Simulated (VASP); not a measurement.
Input:

```xyz
2
Lattice="2.8900 0.0000 0.0000 0.0000 2.8900 0.0000 0.0000 0.0000 2.8900" Properties=species:S:1:pos:R:3 pbc="T T T"
Al     1.4450     1.4450     1.4450
Ni     0.0000     0.0000     0.0000
```

These are MS2 meta-GGA, VASP's PBE PAW potentials (set 64) (plane waves; VASP 6.6.1) values and carry that method's errors. Numerical set-up: 520 eV cut-off, 11×11×11 Γ-centred mesh, first-order Methfessel-Paxton smearing of 0.10 eV, potentials Al Ni.

Energy and stress use the plane-wave basis of the starting cell.

### Question
The ions, cell shape and volume are relaxed. What does this cell relax into?

### Answer

```xyz
2
Lattice="2.8614 0.0000 0.0000 0.0000 2.8614 0.0000 0.0000 0.0000 2.8614" Properties=species:S:1:pos:R:3 pbc="T T T"
Al     1.4307     1.4307     1.4307
Ni     0.0000     0.0000     0.0000
```
Space group Pm-3m (221), at a tolerance of 0.03 Å.

### Question
How do energy and volume change from the first to the last step?

### Answer
The energy (σ→0) changes by -6.6 meV/atom and the volume by -2.9 %, in 4 ionic steps.

```
step  E(σ→0) (eV)  max force (eV/Å)  pressure (GPa)  volume (Å³)
----  -----------  ----------------  --------------  -----------
1        -16.6837             0.000           -4.84        24.14
2        -16.6917             0.000            3.93        22.89
3        -16.6969             0.000            0.68        23.33
4        -16.6968             0.000           -0.02        23.43
```

The compound is NiAl in the CsCl type structure. This run relaxes it. Symmetry was kept, so distortions that lower it aren't found. The run is not spin-polarised, so no magnetic state was tried. The electron count is odd and the run is not spin-polarised, which forces a metal.
